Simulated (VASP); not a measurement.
Data:

```
CELL_PARAMETERS angstrom
      3.72212     0.00000     0.00000
     -1.86106     3.22345     0.00000
      0.00000     0.00000     6.87092
ATOMIC_POSITIONS crystal
  Zr 0.00000 0.00000 0.00000
  Zr 0.00000 0.00000 0.50000
  Si 0.33333 0.66667 0.25000
  Si 0.66667 0.33333 0.75000
```

The numbers are results of PBE GGA, VASP's PBE PAW potentials (set 64) (plane waves; VASP), not measurements. Run with 400 eV cut-off, 11×11×5 Γ-centred mesh, tetrahedra with Blöchl corrections, potentials Zr_sv Si.

Problem. What does the run give for the energy per atom (σ→0), band gap (on the k-mesh) with the smallest direct gap where there is one?

Solution. 
| Item | Result |
|---|---|
| band gap (on the k-mesh) | none (metal, semimetal or under 0.01 eV) |
| energy per atom (σ→0) | -7.474 eV/atom |

Total energies compare only between runs with the same potentials, cut-off and functional.

The structure was generated: ZrSi was put into the NiAs type type (P6_3/mmc), which need not be its known phase. It was relaxed first, which changed the volume by -28 %.
